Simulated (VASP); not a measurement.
A convergence study with VASP on ZrB$_{2}$ (AlB2 type): one setting is varied, all else stays as given below, so the limit is that of these other settings.

```yaml
crystal:
  lattice:
    - [1.58500, -2.74530, 0.00000]
    - [1.58500, 2.74530, 0.00000]
    - [0.00000, 0.00000, 3.53000]
  atoms:
    - { symbol: Zr, position: [0.00000, 0.00000, 0.00000] }
    - { symbol: B, position: [0.33333, 0.66667, 0.50000] }
    - { symbol: B, position: [0.66667, 0.33333, 0.50000] }
```

Method: PBE GGA, VASP's PBE PAW potentials (set 64) (plane waves; VASP). The tightest run used: 700 eV cut-off, 20×20×17 Γ-centred mesh, tetrahedra with Blöchl corrections, potentials Zr_sv B.

Q: The settings run are 3×3×2 mesh; 4×4×3 mesh; 5×5×4 mesh; 6×6×5 mesh; 7×7×6 mesh; 8×8×7 mesh; 9×9×8 mesh; 10×10×8 mesh; 11×11×9 mesh; 12×12×10 mesh; 13×13×11 mesh; 14×14×12 mesh; 15×15×12 mesh; 16×16×13 mesh; 17×17×14 mesh; 18×18×15 mesh; 19×19×16 mesh; 20×20×17 mesh. From which on does the energy per atom stay within 0.002 eV/atom of the tightest run?

A: From 10×10×8 mesh on: it is off by 0.0014 there and by no more than 0.002 in any finer run, while 9×9×8 mesh is off by 0.0033.
```tsv
setting	E (eV/atom)	pressure (GPa)	irreducible k-points	difference judged (eV/atom)
3×3×2 mesh	-8.3411	0.59	6	0.0143
4×4×3 mesh	-8.3085	1.41	8	0.0183
5×5×4 mesh	-8.3179	1.39	15	0.0088
6×6×5 mesh	-8.3168	1.26	21	0.0100
7×7×6 mesh	-8.3252	1.17	32	0.0015
8×8×7 mesh	-8.3264	1.15	40	0.0004
9×9×8 mesh	-8.3235	1.22	60	0.0033
10×10×8 mesh	-8.3254	1.18	70	0.0014
11×11×9 mesh	-8.3270	1.16	80	0.0003
12×12×10 mesh	-8.3264	1.16	114	0.0004
13×13×11 mesh	-8.3268	1.15	126	0.0000
14×14×12 mesh	-8.3268	1.15	168	0.0000
15×15×12 mesh	-8.3269	1.15	189	0.0001
16×16×13 mesh	-8.3271	1.15	210	0.0004
17×17×14 mesh	-8.3271	1.15	264	0.0003
18×18×15 mesh	-8.3268	1.15	296	0.0001
19×19×16 mesh	-8.3268	1.16	360	0.0000
20×20×17 mesh	-8.3268	1.15	396	0.0000
```

Left out are rungs that failed or repeat a setting and relaxations that didn't move; long series are thinned to 24 rows.

The compound is ZrB2 in the AlB2 type structure. The cell was not relaxed at this level.
